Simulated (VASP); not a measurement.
Computed with PBE GGA, VASP's PBE PAW potentials (set 64) (plane waves; VASP).

VASP ran on this input.

### POSCAR
```
CuAu
1
    2.8507000000     0.0000000000     0.0000000000
    0.0000000000     2.8507000000     0.0000000000
    0.0000000000     0.0000000000     3.5816100000
Cu Au
1 1
Direct
  0.4945140000   0.4953120000   0.5034670000
  0.0054860000   0.0046880000  -0.0034670000
```

### INCAR
```
# general
SYSTEM  = CuAu
PREC    = Accurate
ENCUT   = 300
LREAL   = F
LASPH   = T

# electronic loop
EDIFF   = 1E-6
NELM    = 100
ALGO    = Normal
LMAXMIX = 6

# smearing
ISMEAR  = -1
SIGMA   = 0.1

# functional
GGA     = PE

# ions
IBRION  = 2
NSW     = 50
ISIF    = 3
EDIFFG  = -0.01

# output
LWAVE   = F
LCHARG  = F
```

File KPOINTS:
```
Automatic mesh
0
Gamma
9 9 7
0 0 0
```

POTCAR, in this order: Cu Au (PBE.64 set). Program: vasp_std.

What VASP printed:

OSZICAR:
```
...
DAV:   8    -0.707211857747E+01    0.41480E-06   -0.68652E-06 12797   0.544E-02
   2 F= -.70721186E+01 E0= -.70641525E+01  d E =-.303300E-02
       N       E                     dE             d eps       ncg     rms          rms(c)
DAV:   1    -0.719496324975E+01   -0.12284E+00   -0.21344E+00  8848   0.260E+01    0.268E+00
DAV:   2    -0.713323723948E+01    0.61726E-01   -0.10808E+00  8574   0.288E+01    0.155E+00
DAV:   3    -0.708231288652E+01    0.50924E-01   -0.39440E-01  9038   0.242E+01    0.907E-01
DAV:   4    -0.707829855917E+01    0.40143E-02   -0.19400E-02 12276   0.354E+00    0.475E-01
DAV:   5    -0.707737975053E+01    0.91881E-03   -0.41446E-03 13193   0.167E+00    0.123E-01
DAV:   6    -0.707725900294E+01    0.12075E-03   -0.67318E-04 13063   0.569E-01    0.943E-03
DAV:   7    -0.707726144862E+01   -0.24457E-05   -0.15292E-05 10367   0.406E-02    0.589E-03
DAV:   8    -0.707726055736E+01    0.89126E-06   -0.64998E-07  5954   0.258E-02
   3 F= -.70772606E+01 E0= -.70695163E+01  d E =-.817498E-02
       N       E                     dE             d eps       ncg     rms          rms(c)
DAV:   1    -0.708475983017E+01   -0.74984E-02   -0.10295E+00  8807   0.861E+00    0.544E-01
DAV:   2    -0.708270783604E+01    0.20520E-02   -0.37575E-02 13478   0.436E+00    0.326E-01
DAV:   3    -0.708130138054E+01    0.14065E-02   -0.11684E-02 10165   0.367E+00    0.251E-01
DAV:   4    -0.708050005255E+01    0.80133E-03   -0.17133E-03 12419   0.122E+00    0.752E-02
DAV:   5    -0.708044063886E+01    0.59414E-04   -0.15118E-04 13305   0.183E-01    0.216E-02
DAV:   6    -0.708044003027E+01    0.60859E-06   -0.69282E-06  9577   0.251E-02
   4 F= -.70804400E+01 E0= -.70729044E+01  d E =-.317947E-02
       N       E                     dE             d eps       ncg     rms          rms(c)
DAV:   1    -0.708917692852E+01   -0.87363E-02   -0.17108E+00  8842   0.111E+01    0.709E-01
DAV:   2    -0.708570316671E+01    0.34738E-02   -0.63966E-02 13504   0.573E+00    0.424E-01
DAV:   3    -0.708327099089E+01    0.24322E-02   -0.19849E-02 10133   0.482E+00    0.324E-01
DAV:   4    -0.708193606256E+01    0.13349E-02   -0.28227E-03 12771   0.155E+00    0.983E-02
DAV:   5    -0.708183456486E+01    0.10150E-03   -0.24543E-04 13305   0.238E-01    0.279E-02
DAV:   6    -0.708183360600E+01    0.95886E-06   -0.11034E-05  9971   0.313E-02    0.123E-02
DAV:   7    -0.708183377497E+01   -0.16898E-06   -0.79874E-07  6059   0.145E-02
   5 F= -.70818338E+01 E0= -.70745398E+01  d E =-.457322E-02
       N       E                     dE             d eps       ncg     rms          rms(c)
DAV:   1    -0.708727906359E+01   -0.54455E-02   -0.29477E-01 10045   0.577E+00    0.515E-01
DAV:   2    -0.708387682094E+01    0.34022E-02   -0.24424E-02 10809   0.386E+00    0.253E-01
DAV:   3    -0.708297637690E+01    0.90044E-03   -0.10973E-02 10483   0.341E+00    0.244E-01
DAV:   4    -0.708242002961E+01    0.55635E-03   -0.13620E-03 10699   0.122E+00    0.927E-02
DAV:   5    -0.708232236633E+01    0.97663E-04   -0.21722E-04 13242   0.287E-01    0.146E-02
DAV:   6    -0.708232317322E+01   -0.80689E-06   -0.17410E-05 13214   0.102E-01    0.110E-02
DAV:   7    -0.708232251761E+01    0.65561E-06   -0.20734E-06  5597   0.447E-02
   6 F= -.70823225E+01 E0= -.70750520E+01  d E =-.488743E-03
       N       E                     dE             d eps       ncg     rms          rms(c)
DAV:   1    -0.708256945232E+01   -0.24628E-03   -0.13834E-02 10020   0.124E+00    0.112E-01
DAV:   2    -0.708240969407E+01    0.15976E-03   -0.11657E-03 10818   0.834E-01    0.549E-02
DAV:   3    -0.708236726558E+01    0.42428E-04   -0.51571E-04 10621   0.746E-01    0.527E-02
DAV:   4    -0.708234093552E+01    0.26330E-04   -0.64735E-05 10565   0.263E-01    0.199E-02
DAV:   5    -0.708233602127E+01    0.49142E-05   -0.10040E-05 13298   0.601E-02    0.318E-03
DAV:   6    -0.708233608832E+01   -0.67050E-07   -0.52351E-07  4967   0.201E-02
   7 F= -.70823361E+01 E0= -.70750665E+01  d E =-.502313E-03
       N       E                     dE             d eps       ncg     rms          rms(c)
DAV:   1    -0.708762523954E+01   -0.52892E-02   -0.19034E-01 12096   0.604E+00    0.551E-01
DAV:   2    -0.708486096175E+01    0.27643E-02   -0.42191E-02  9101   0.599E+00    0.331E-01
DAV:   3    -0.708281022430E+01    0.20507E-02   -0.17011E-02  9316   0.451E+00    0.201E-01
DAV:   4    -0.708254423430E+01    0.26599E-03   -0.82612E-04 12804   0.783E-01    0.104E-01
DAV:   5    -0.708247996107E+01    0.64273E-04   -0.19023E-04 13364   0.363E-01    0.151E-02
DAV:   6    -0.708247756189E+01    0.23992E-05   -0.24880E-05 13238   0.108E-01    0.777E-03
DAV:   7    -0.708247752502E+01    0.36874E-07   -0.44359E-07  5226   0.127E-02
   8 F= -.70824775E+01 E0= -.70752769E+01  d E =-.141437E-03
       N       E                     dE             d eps       ncg     rms          rms(c)
DAV:   1    -0.708285798003E+01   -0.38042E-03   -0.13141E-02 12033   0.160E+00    0.144E-01
DAV:   2    -0.708266226525E+01    0.19571E-03   -0.28019E-03  9017   0.156E+00    0.856E-02
DAV:   3    -0.708252931742E+01    0.13295E-03   -0.11706E-03  9250   0.114E+00    0.542E-02
DAV:   4    -0.708250887393E+01    0.20443E-04   -0.57340E-05 12396   0.215E-01    0.277E-02
DAV:   5    -0.708250331335E+01    0.55606E-05   -0.13876E-05 12779   0.994E-02    0.393E-03
DAV:   6    -0.708250319726E+01    0.11609E-06   -0.12092E-06  4848   0.298E-02
   9 F= -.70825032E+01 E0= -.70752863E+01  d E =-.167109E-03
       N       E                     dE             d eps       ncg     rms          rms(c)
DAV:   1    -0.708254123043E+01   -0.37917E-04   -0.14769E-03 12067   0.530E-01    0.478E-02
DAV:   2    -0.708251975799E+01    0.21472E-04   -0.31064E-04  9131   0.519E-01    0.284E-02
DAV:   3    -0.708250496321E+01    0.14795E-04   -0.12956E-04  9229   0.381E-01    0.183E-02
DAV:   4    -0.708250256082E+01    0.24024E-05   -0.61768E-06 10082   0.703E-02    0.950E-03
DAV:   5    -0.708250172775E+01    0.83307E-06   -0.13026E-06  5058   0.341E-02
  10 F= -.70825017E+01 E0= -.70752779E+01  d E =-.165639E-03
       N       E                     dE             d eps       ncg     rms          rms(c)
DAV:   1    -0.708251247826E+01   -0.99174E-05   -0.35631E-04 11943   0.255E-01    0.237E-02
DAV:   2    -0.708250732601E+01    0.51522E-05   -0.76051E-05  8977   0.255E-01    0.141E-02
DAV:   3    -0.708250361414E+01    0.37119E-05   -0.31688E-05  9243   0.189E-01    0.895E-03
DAV:   4    -0.708250314057E+01    0.47357E-06   -0.12732E-06  4582   0.354E-02
  11 F= -.70825031E+01 E0= -.70752820E+01  d E =-.167052E-03
       N       E                     dE             d eps       ncg     rms          rms(c)
DAV:   1    -0.708250595366E+01   -0.23395E-05   -0.98342E-05 11608   0.131E-01    0.126E-02
DAV:   2    -0.708250449348E+01    0.14602E-05   -0.21814E-05  9219   0.134E-01    0.735E-03
DAV:   3    -0.708250345641E+01    0.10371E-05   -0.89282E-06  8981   0.100E-01    0.481E-03
DAV:   4    -0.708250335230E+01    0.10412E-06   -0.37013E-07  4554   0.192E-02
  12 F= -.70825034E+01 E0= -.70752841E+01  d E =-.167264E-03
       N       E                     dE             d eps       ncg     rms          rms(c)
DAV:   1    -0.708266397125E+01   -0.16051E-03   -0.12903E-02 11970   0.118E+00    0.904E-02
DAV:   2    -0.708257706189E+01    0.86909E-04   -0.10698E-03  9395   0.909E-01    0.483E-02
DAV:   3    -0.708253401852E+01    0.43043E-04   -0.44629E-04  9789   0.702E-01    0.367E-02
DAV:   4    -0.708252490293E+01    0.91156E-05   -0.26058E-05 11307   0.156E-01    0.173E-02
DAV:   5    -0.708252257606E+01    0.23269E-05   -0.50907E-06  9188   0.627E-02    0.252E-03
DAV:   6    -0.708252259335E+01   -0.17298E-07   -0.61924E-07  4862   0.207E-02
  13 F= -.70825226E+01 E0= -.70752967E+01  d E =-.192411E-04
```

OUTCAR:
```
------------------------ aborting loop because EDIFF is reached ----------------------------------------
  FORCE on cell =-STRESS in cart. coord.  units (eV):
  Direction    XX          YY          ZZ          XY          YZ          ZX
  --------------------------------------------------------------------------------------
  Total        0.0036381      0.0036969      0.0004925     -0.0002515     -0.0006752     -0.0007913
  in kB        0.1967115      0.1998912      0.0266313     -0.0135966     -0.0365099     -0.0427878
  external PRESSURE =       0.1410780 kB  Pullay stress =       0.0000000 kB
  volume of cell :       29.63
      direct lattice vectors                 reciprocal lattice vectors
     2.840464802  0.000044762  0.000064833     0.352055058 -0.000005547 -0.000013279
     0.000044756  2.840459143  0.000055403    -0.000005548  0.352055760 -0.000011331
     0.000138529  0.000118210  3.672657558    -0.000006215 -0.000005311  0.272282397
 POSITION                                       TOTAL-FORCE (eV/Angst)
 -----------------------------------------------------------------------------------
      1.42112      1.42100      1.83634        -0.005297     -0.004532      0.000612
      2.83971      2.83982      0.00017         0.005297      0.004532     -0.000612
 -----------------------------------------------------------------------------------
    total drift:                               -0.000109     -0.000097      0.000354
  FREE ENERGIE OF THE ION-ELECTRON SYSTEM (eV)
  ---------------------------------------------------
  free  energy   TOTEN  =        -7.0825225934 eV

  energy  without entropy=       -7.0680708160  energy(sigma->0) =       -7.07529670

 reached required accuracy - stopping structural energy minimisation
```
(Selected blocks of OUTCAR.)

**CONTCAR**
```
CuAu
   1.00000000000000
     2.8404648022017560    0.0000447615465648    0.0000648330427950
     0.0000447559291746    2.8404591428181938    0.0000554027220813
     0.0001385290828535    0.0001182100475039    3.6726575578168421
  Cu              Au
     1     1
Direct
     0.5002815855031284    0.5002412164777562    0.4999874267272256
     0.9997184144968716    0.9997587835222437    0.0000125732727744
```

At this cut-off the stress carries a Pulay error, which pulls relaxed volumes low.

The structure comes from a computed database's CuAu entry; how it stands against other phases isn't given here. In the starting cell atoms are displaced from their ideal sites. This run relaxes it. The run is one of a series of settings (EDIFFG = -0.01, IBRION = 2, ISIF = 3, NSW = 50 against the base run), some of them coarse on purpose.
